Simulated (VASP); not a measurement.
An input for Ansatz (written as the equivalent of a VASP run, and not itself run):

Ansatz 0.2 input:
```yaml
crystal:
  lattice:
    - [0.0000000, 3.2945390, 3.2945390]
    - [3.2945390, 0.0000000, 3.2945390]
    - [3.2945390, 3.2945390, 0.0000000]
  atoms:
    - { symbol: K, position: [0.0000000, 0.0000000, 0.0000000] }
    - { symbol: Br, position: [0.5000000, 0.5000000, 0.5000000] }
kpoints:
  mp_grid: { grid: [6, 6, 6] }
hamiltonian:
  xc: pbesol
  pseudopotentials: { kind: paw }
scf:
  occupations: { method: gaussian, width: 0.05 }
  max_iter: 100
output: { forces: true, stress: true, eigenvalues: true }
```

Translate this input to VASP (INCAR, KPOINTS, POSCAR, choice of POTCAR).

This is not unique; one that fits is 
File KPOINTS:
```
K-points
0
gamma
  6 6 6
0 0 0
```

INCAR:
```
ALGO  =  Normal
EDIFF  =  1E-7
ENCUT  =  480
GGA  =  PS
ISIF  =  2
ISMEAR  =  0
LASPH  =  .TRUE.
LCHARG  =  .FALSE.
LMAXMIX  =  4
LREAL  =  .FALSE.
LWAVE  =  .FALSE.
NELM  =  100
PREC  =  Accurate
SIGMA  =  0.05
SYSTEM  =  KBr
```

POSCAR:
```
KBr
1
    0.0000000000     3.2945389832     3.2945389832
    3.2945389832     0.0000000000     3.2945389832
    3.2945389832     3.2945389832     0.0000000000
K Br
1 1
Direct
  0.0000000000   0.0000000000   0.0000000000
  0.5000000000   0.5000000000   0.5000000000
```

POTCAR, in this order: K_sv Br (PBE.64 set). Program: vasp_std.

Limits of the translation: each code has its own PAW files, so the cut-off isn't converted (ENCUT is set for VASP's; basis.ecutwfc is left out, and Ansatz then takes the one that its files recommend); Ansatz stops its SCF on the density residual and VASP on the energy change (EDIFF).

The compound is KBr in the rock salt structure. This cell was strained or had an atom moved on purpose.
